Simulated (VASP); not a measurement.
# Quasiparticle energies of C (Diamond) in VASP, part 3 of 3

Aim: the quasiparticle gap of C (Diamond), and what it costs to get it. The cell has space group Fd-3m. The start is a cell from a database of measured crystal structures.

VASP 6.6.1, plane waves and PAW; the level of theory is named at each step.

So far, quasiparticle gap on the mesh (eV): step 4 (G0W0, k-mesh 6×6×6) 5.27; step 7 (k-mesh 8×8×8) 5.20. Also gap on the k-mesh (eV): step 3 (empty bands, k-mesh 6×6×6) 4.15; step 5 (ground state, k-mesh 8×8×8) 4.13.

### 8. Ground state, k-mesh 10×10×10

This step: PBE; plane waves and PAW (C_GW) (VASP 6.6.1).

Many-body steps start from the orbitals of a self-consistent run, here PBE. EDIFF is tight for accurate orbitals, and a narrow smearing avoids fractional occupations.

Contents of INCAR:

```
SYSTEM = C
PREC = Accurate
ENCUT = 440
EDIFF = 1E-08
NELM = 100
ISMEAR = 0
SIGMA = 0.01
LREAL = .FALSE.
ALGO = Normal
GGA = PE
NBANDS = 10
LORBIT = 11
LWAVE = .TRUE.
LCHARG = .FALSE.
KPAR = 8
```

Contents of POSCAR:

```
C
1.0
    0.0000000000      1.7833700000      1.7833700000
    1.7833700000      0.0000000000      1.7833700000
    1.7833700000      1.7833700000      0.0000000000
C
2
Direct
    0.0000000000      0.0000000000      0.0000000000
    0.2500000000      0.2500000000      0.2500000000
```

Contents of KPOINTS:

```
Automatic mesh
0
Gamma
10 10 10
0 0 0
```

Potentials, in the order of the species: C_GW (PBE family, release 64).

On the command line:

```console
> mpirun -np 8 vasp_std
```

The log of the run:

```text
[... set-up lines as in an earlier step ...]
 entering main loop
       N       E                     dE             d eps       ncg     rms          rms(c)
DAV:   1     0.108470359366E+02    0.10847E+02   -0.45121E+03   956   0.736E+02
DAV:   2    -0.182988539315E+02   -0.29146E+02   -0.28000E+02  1212   0.184E+02
DAV:   3    -0.188156863424E+02   -0.51683E+00   -0.51570E+00  1210   0.198E+01
DAV:   4    -0.188169460921E+02   -0.12597E-02   -0.12597E-02  1086   0.108E+00
[...]
DAV:  11    -0.181644476389E+02   -0.26069E-06   -0.33599E-07  1216   0.599E-03    0.390E-04
DAV:  12    -0.181644477162E+02   -0.77261E-07   -0.66579E-09  1004   0.102E-03    0.283E-05
DAV:  13    -0.181644477185E+02   -0.22632E-08   -0.44707E-11   548   0.831E-05
   1 F= -.18164448E+02 E0= -.18164448E+02  d E =-.517253E-32
 writing wavefunctions
```

Elapsed: 2.4 s, on 8 MPI ranks of AMD EPYC 7R43, shared host; peak memory 0.68 GiB.

From OUTCAR (step 8):

```text
  Total       -0.2891572     -0.2891572     -0.2891572      0.0000000      0.0000000      0.0000000
  in kB      -40.8404238    -40.8404238    -40.8404238      0.0000000      0.0000000      0.0000000
  external PRESSURE =     -40.8404238 kB  Pullay stress =       0.0000000 kB

  FREE ENERGIE OF THE ION-ELECTRON SYSTEM (eV)
  ---------------------------------------------------
  free  energy   TOTEN  =       -18.1644477185 eV

  energy  without entropy=      -18.1644477185  energy(sigma->0) =      -18.16444772

[... 2 parts as in an earlier step ...]

[... 2 further parts left out ...]
[key lines of the parts left out:]
E-fermi :   9.8408
```

The cell has a gap of 4.17 eV on this mesh and a pressure of -4.1 GPa, which holds the misfit of the given cell and coordinates with this functional, and any error of cutoff, mesh and data sets.

### 9. Empty bands, k-mesh 10×10×10

The empty bands are made again, for the run that follows.

Contents of INCAR:

```
SYSTEM = C
PREC = Accurate
ENCUT = 440
ISMEAR = 0
SIGMA = 0.01
LREAL = .FALSE.
GGA = PE
NBANDS = 32
ALGO = Exact
NELM = 1
LWAVE = .TRUE.
LCHARG = .FALSE.
LOPTICS = .TRUE.
NEDOS = 1000
CSHIFT = 0.1
```

POSCAR is that of step 8.

KPOINTS is that of step 8.

On the command line:

```console
> mpirun -np 8 vasp_std
```

The log of the run:

```text
[... set-up lines as in an earlier step ...]
 entering main loop
       N       E                     dE             d eps       ncg     rms          rms(c)
DIA:   1    -0.181644477169E+02   -0.18164E+02    0.00000E+00     0   0.000E+00
   1 F= -.18164448E+02 E0= -.18164448E+02  d E =-.352838-102
 writing wavefunctions
 optical routines
 imaginary and real dielectric function
 recalculating local potential from charge density
 direction            1
 direction            2
 direction            3
```

Wall time 3.8 s (8 MPI ranks); peak memory 0.58 GiB.

Parts of OUTCAR (step 9):

```text
  Total       -0.2891563     -0.2891563     -0.2891563     -0.0000000     -0.0000000      0.0000000
  in kB      -40.8402975    -40.8402975    -40.8402975     -0.0000000     -0.0000000      0.0000000
  external PRESSURE =     -40.8402975 kB  Pullay stress =       0.0000000 kB

 POSITION                                       TOTAL-FORCE (eV/Angst)
 -----------------------------------------------------------------------------------
      0.00000      0.00000      0.00000        -0.000000     -0.000000     -0.000000
      0.89168      0.89168      0.89168         0.000000      0.000000      0.000000
 -----------------------------------------------------------------------------------
    total drift:                               -0.000000     -0.000000     -0.000000

  FREE ENERGIE OF THE ION-ELECTRON SYSTEM (eV)
  ---------------------------------------------------
  free  energy   TOTEN  =       -18.1644477169 eV

  energy  without entropy=      -18.1644477169  energy(sigma->0) =      -18.16444772

[... 1 part as in an earlier step ...]

[... 2 further parts left out ...]
[key lines of the parts left out:]
E-fermi :   9.9112
```

### 10. G0W0, k-mesh 10×10×10

This step: G0W0 on PBE; plane waves and PAW (C_GW) (VASP 6.6.1).

The mesh goes to 10×10×10.

Contents of INCAR:

```
SYSTEM = C
PREC = Accurate
ENCUT = 440
ISMEAR = 0
SIGMA = 0.01
LREAL = .FALSE.
GGA = PE
NBANDS = 32
ALGO = EVGW0
NELMGW = 1
ENCUTGW = 100
NOMEGA = 48
PRECFOCK = Fast
NBANDSGW = 16
LWAVE = .FALSE.
LCHARG = .FALSE.
```

POSCAR is that of step 9.

KPOINTS is that of step 9.

On the command line:

```console
> mpirun -np 8 vasp_std
```

The log of the run:

```text
[banner, memory and clock lines left out]
running    8 mpi-ranks, on    1 nodes
[...]
[... a notice as in an earlier step ...]

 [... a notice as in an earlier step ...]

 LDA part: xc-table for (Slater+PW92), standard interpolation
 found WAVECAR, reading the header
 POSCAR, INCAR and KPOINTS ok, starting setup
[...]
reading WAVECAR
 the WAVECAR file was read successfully
 initial charge from wavefunction
 available memory per node:     93.92 GB, setting MAXMEM to     96174

 The Fermi energy was updated, please check that it is located mid-gap
 values below the HOMO (VB) or above the LUMO (CB) will cause erroneous energies
 E-fermi :  11.8468

 calculate exact exchange contribution
 the WAVEDER file was read successfully
energies w=
    0.000    0.000    1.221    0.000    2.437    0.000    3.643    0.000
    4.836    0.000    6.011    0.000    7.168    0.000    8.303    0.000
    9.418    0.000   10.512    0.000   11.586    0.000   12.643    0.000
[...]
total number of BLAS operations        181.26 Gflops
NQ=  43   -0.3000    0.4000    0.1000,
|.........|.........|.........|.........|.........|.........|.........|.........
 performed      36274000 updates of chi_q(r,r)
 total number of BLAS operations        187.79 Gflops
NQ=  44   -0.4000    0.5000    0.1000,
|.........|.........|.........|.........|.........|.........|.........|.........
 performed      36995000 updates of chi_q(r,r)
 total number of BLAS operations        191.69 Gflops
NQ=  45   -0.4000    0.4000    0.2000,
|.........|.........|.........|.........|.........|.........|.........|.........
 performed      38030000 updates of chi_q(r,r)
 total number of BLAS operations        198.65 Gflops
NQ=  46   -0.3000    0.4000    0.2000,
|.........|.........|.........|.........|.........|.........|.........|.........
 performed      38999000 updates of chi_q(r,r)
 total number of BLAS operations        204.73 Gflops
NQ=  47   -0.3000    0.5000    0.2000,
|.........|.........|.........|.........|.........|.........|.........|.........
 performed      39720000 updates of chi_q(r,r)
 total number of BLAS operations        209.26 Gflops
 resolving degeneracies of screened two electron integrals

 calculate QP shifts <psi_nk| G(iteration)W_0 |psi_nk>: iteration 1
 entering main loop
```

Wall time 5.1 min (8 MPI ranks); peak memory 1.4 GiB.

Parts of OUTCAR (step 10):

```text
 QP shifts <psi_nk| G(iteration)W_0 |psi_nk>: iteration 1
 for sc-GW calculations column KS-energies equals QP-energies in previous step
 and V_xc(KS)=  KS-energies - (<T + V_ion + V_H > + <T+V_H+V_ion>^1  + <V_x>^1)
 k-point   1 :       0.0000    0.0000    0.0000
  band No.  KS-energies  QP-energies   sigma(KS)   V_xc(KS)     V^pw_x(r,r')   Z            occupation Imag(sigma)
      1     -11.7119     -13.0913     -16.6034     -14.7762     -25.4256       0.7549       2.0000       1.4740
      2       9.7612       9.6120     -16.9756     -16.7959     -19.0719       0.8301       2.0000       0.0711
      3       9.7612       9.6120     -16.9756     -16.7959     -19.0719       0.8301       2.0000       0.0711
      4       9.7612       9.6120     -16.9756     -16.7959     -19.0719       0.8301       2.0000       0.0711
      5      15.3544      16.7727     -13.8057     -15.5209      -9.4105       0.8269       0.0000      -0.1008
      6      15.3544      16.7727     -13.8057     -15.5209      -9.4105       0.8269       0.0000      -0.1008
      7      15.3544      16.7727     -13.8057     -15.5209      -9.4105       0.8269       0.0000      -0.1008
      8      23.0798      24.5238     -14.5336     -16.3862      -7.8202       0.7794       0.0000      -0.2377
    ...

[... 1 part as in an earlier step ...]

[... 2 further parts left out ...]
[key lines of the parts left out:]
E-fermi :  11.8468
```

The gap is now 5.216 eV, +13 meV against the GW run before.

### 11. Summary

This step: GW series: G0W0 on PBE; plane waves and PAW (VASP 6.6.1).

No new run; the numbers come from the runs before.

Cost is wall time times ranks on a shared host, with the step that makes the empty bands. GW runs:

```
level  bands  ENCUTGW (eV)  NOMEGA    k mesh  starting gap (eV)  quasiparticle gap (eV)  direct gap (eV)  cost (core minutes)
 G0W0     32           100      48     6x6x6              4.154                   5.266            7.166                 2.83
 G0W0     32           100      48     8x8x8              4.134                   5.203            7.165                10.61
 G0W0     32           100      48  10x10x10              4.171                   5.216            7.161                41.05
```

### 12. Outcome

```
G0W0 on PBE, 32 bands, ENCUTGW 100 eV, NOMEGA 48, mesh 10×10×10 : 4.171 → 5.216 eV
G0W0 on PBE, 32 bands, ENCUTGW 100 eV, NOMEGA 48, mesh 6×6×6    : 4.154 → 5.266 eV
```

In words: G0W0 gives a quasiparticle gap of 5.216 eV on the mesh, 1.05 eV over the PBE gap on the same mesh. On mesh and path the starting valence top lies at Γ and the conduction bottom at (0.364, 0, 0.364), so the starting gap is indirect. The steps of the series move the gap by -63, +13 meV; the last costs 3.9 times the one before. The last step lies within a tolerance of 30 meV, picked for this account, and the last two together move the gap by -50 meV. Gaps are read on each mesh, so part of the change can come from which k points the mesh holds. Bands and response cutoff weren't varied, and band edges off the mesh aren't seen. The given cell is kept, although it stands at -3.8 GPa at PBE and ENCUT = 440 eV, which holds the mismatch of the given cell with this functional and any basis-set error. Not tabulated here, as repeats of values shown or as unfit to read for their mesh, reference level or band range: eps2 curves (empty bands); eps1 curves and static values (empty bands); gaps (empty bands).

[Lines on the potential files, build, host, timing and source positions are cut from VASP's logs without a mark.]

[Logs are printed without paths, hosts, clocks, repeated set-up lines and the standing remarks that a program may print on its own settings, such as how far it seeks lower states.]

[Hosts, paths, dates, database ids (printed as entryN), source tags and the programs' standing remarks are cut or masked in the printed files.]

[Pressures printed for these runs are not shown converged in the cutoff: they can be off by several GPa and have the wrong sign.]
